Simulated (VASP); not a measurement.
An input for Ansatz (written as the equivalent of a VASP run, and not itself run):

Ansatz 0.2 input:
```yaml
crystal:
  lattice:
    - [1.1917115, -2.0641044, 0.0000000]
    - [1.1917115, 2.0641044, 0.0000000]
    - [0.0000000, 0.0000000, 6.7488980]
  atoms:
    - { symbol: C, position: [0.0000000, 0.0000000, 0.2500000] }
    - { symbol: C, position: [0.0000000, 0.0000000, 0.7500000] }
    - { symbol: C, position: [0.3333330, 0.6666670, 0.2500000] }
    - { symbol: C, position: [0.6666670, 0.3333330, 0.7500000] }
kpoints:
  mp_grid: { grid: [10, 10, 4] }
hamiltonian:
  xc: r2scan
  pseudopotentials: { kind: paw }
scf:
  occupations: { method: gaussian, width: 0.05 }
  max_iter: 100
output: { forces: true, stress: true, eigenvalues: true }
```

Q: Translate this input to VASP (INCAR, KPOINTS, POSCAR, choice of POTCAR).

A: Several could match; the one computed here: 
### KPOINTS
```
Automatic mesh
0
G
 10 10 4
0 0 0
```

### POSCAR
```
C
1
    1.1917115255    -2.0641044335     0.0000000000
    1.1917115255     2.0641044335     0.0000000000
    0.0000000000     0.0000000000     6.7488979744
C
4
Direct
  0.0000000000   0.0000000000   0.2500000000
  0.0000000000   0.0000000000   0.7500000000
  0.3333330000   0.6666670000   0.2500000000
  0.6666670000   0.3333330000   0.7500000000
```

### INCAR
```
! general
SYSTEM  = C
PREC    = Accurate
ENCUT   = 600
LREAL   = .FALSE.
LASPH   = .TRUE.

! electronic loop
EDIFF   = 1E-7
NELM    = 100
ALGO    = Normal
LMIXTAU = .TRUE.

! smearing
ISMEAR  = 0
SIGMA   = 0.05

! functional
METAGGA = R2SCAN

! ions
ISIF    = 2

! output
LWAVE   = .FALSE.
LCHARG  = .FALSE.
```

POTCAR, in this order: C (PBE.64 set). Program: vasp_std.

Limits of the translation: each code has its own PAW files, so the cut-off isn't converted (ENCUT is set for VASP's; basis.ecutwfc is left out, and Ansatz then takes the one that its files recommend); Ansatz stops its SCF on the density residual and VASP on the energy change (EDIFF).

The compound is C in the graphite structure. This cell was strained or had an atom moved on purpose.
